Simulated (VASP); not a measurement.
Energy against volume of Ni₃Fe (L1_2). All values below come from revTPSS meta-GGA, VASP's PBE PAW potentials (set 64) (plane waves; VASP). Numerical set-up: 520 eV cut-off, 9×9×9 Γ-centred mesh, first-order Methfessel-Paxton smearing of 0.10 eV, potentials Fe Ni.

| V (Å³/atom) | E (eV/atom) |
|---|---|
| 10.313 | -2.82998 |
| 10.632 | -2.83756 |
| 10.951 | -2.83154 |
| 11.270 | -2.81391 |

**Question.** Fit these four points and predict the energy of the run at 9.994 Å³/atom.

**Answer.** A cubic in V^(−2/3), the third-order Birch-Murnaghan form, passes through the four points with V0 = 10.64 Å³/atom and B0 = 226 GPa, and gives -2.8065 eV/atom there. The run gave -2.8072 eV/atom, -0.7 meV/atom from the fit; all five points give B0 = 224 GPa.

The compound is Ni3Fe in the L1_2 structure. It was relaxed first.
